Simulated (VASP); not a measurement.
Wanted: the native input for a VASP 6.6.1 run.

| Item | Value |
| --- | --- |
| Task | single point |
| Functional | PBEsol |
| Potentials or basis | VASP PAW PBE potentials, release 64 (Co, C) |
| Cutoff | 450 eV |
| k mesh | 3 × 4 × 4 |
| Occupations | gaussian, width 0.03 eV |
| Spin | collinear spin, ferromagnetic start |
| Starting moments | [3.0, 0.0, 0.0, 0.0, 0.0, 0.0, 0.0, 0.0, 0.0, 0.0, 0.0, 0.0, 0.0, 0.0, 0.0, 0.0, 0.0, 0.0, 0.0, 0.0, 0.0, 0.0, 0.0, 0.0] μB |
| Fixed moment | 3 μB |
| Dq | 0 |
| Further INCAR settings | LREAL = Auto; ALGO = Normal; EDIFF = 1e-05; ISYM = 0 |

The structure of CoC23 (a cell with a defect) lies in POSCAR:

```
CoC23                                   
1.0
    0.0000000000      5.3503200000      5.3503200000
    3.5668800000      0.0000000000      3.5668800000
    3.5668800000      3.5668800000      0.0000000000
  Co              C             
     1    23
Direct
     0.9897790687970984    0.0002262355204338    0.0028283519876540
     0.0023087193077164    0.9994061747096854    0.4951814097216593
     0.0015628339642882    0.4985853608339882    0.9959304025157778
     0.0030470479817568    0.4977302938679114    0.4959215257400086
     0.3327528195532514    0.0023690522984431    0.9992050412575165
     0.3399901679965881    0.9978462624411727    0.4891193875081055
     0.3403998141089334    0.4901344837880138    0.9955328473426540
     0.3336739335996763    0.5001041683297187    0.4971461881509331
     0.6674160025294527    0.9987911097560690    0.9949976593345838
     0.6609801912353788    0.0026178623403863    0.5028833236474953
     0.6597354704697773    0.5081007921861042    0.9989092034044380
     0.6686904815654934    0.4993505180393671    0.4956856024276675
     0.0952037163413296    0.1363753721477655    0.1330809172419172
     0.1000358337664381    0.1328799788531958    0.5796085474547144
     0.1010161958098771    0.5779866891511815    0.1315819162319427
     0.0857941330662599    0.6237989597820983    0.6208508804503973
     0.4270028938523644    0.1166903874563886    0.1144562174018252
     0.4133065935595974    0.1250516983774531    0.6282049070876524
     0.4129343098296634    0.6315537374640354    0.1219388724168902
     0.4193911038249875    0.6226679839557659    0.6201841879619789
     0.7076460350565619    0.1495315726820508    0.1438461047586589
     0.7518735591907760    0.1256047826236182    0.6204752431475383
     0.7513985767339300    0.6246551299728283    0.1220458142295441
     0.7497774978588198    0.6255663934223183    0.6215034485784399
```

The input as run:

INCAR

```
PREC = Accurate
ENCUT = 450
EDIFF = 1E-5
ISMEAR = 0
SIGMA = 0.03
LREAL = Auto
LASPH = True
NELM = 120
ALGO = Normal
ISIF = 2
LWAVE = False
LCHARG = False
ISPIN = 2
MAGMOM = 3 0 0 0 0 0 0 0 0 0 0 0 0 0 0 0 0 0 0 0 0 0 0 0
LORBIT = 11
NUPDOWN = 3
LMAXMIX = 4
GGA = PS
ISYM = 0
KPAR = 4
```

KPOINTS

```
Automatic mesh
0
Gamma
  3 4 4
```

Potentials or basis: VASP PAW PBE potentials, release 64 (Co, C).

Run with:

```bash
$ cat potpaw_PBE.64/Co/POTCAR potpaw_PBE.64/C/POTCAR > POTCAR
$ mpirun -np 4 vasp_std > vasp.out
```

Results of the run:

```json
{
  "Largest force": "0.287 eV/Å",
  "Net moment": "3.00 μB per cell",
  "Site moments": "Co +1.81; C +0.02, +0.03, +0.01, -0.00, +0.00, +0.09, +0.10, +0.05, +0.16 μB",
  "Valence electrons inside the program's atomic spheres": "Co 9.38; C 2.59, 2.57, 2.63, 2.58, 2.61, 2.66, 2.65, 2.62, 2.69, 2.56, 2.55"
}
```

Caveat: the k mesh is coarse (spacing up to 0.38 Å⁻¹), so the values aren't converged; the PAW data sets were made with another functional, which shifts forces and pressure a little; the total moment is fixed, so each spin has its own Fermi level.

Wall time 3.9 min on 4 MPI ranks on Intel(R) Xeon(R) Platinum 8488C (Sapphire Rapids), with other jobs on the host, peak memory 0.45 GiB a rank.
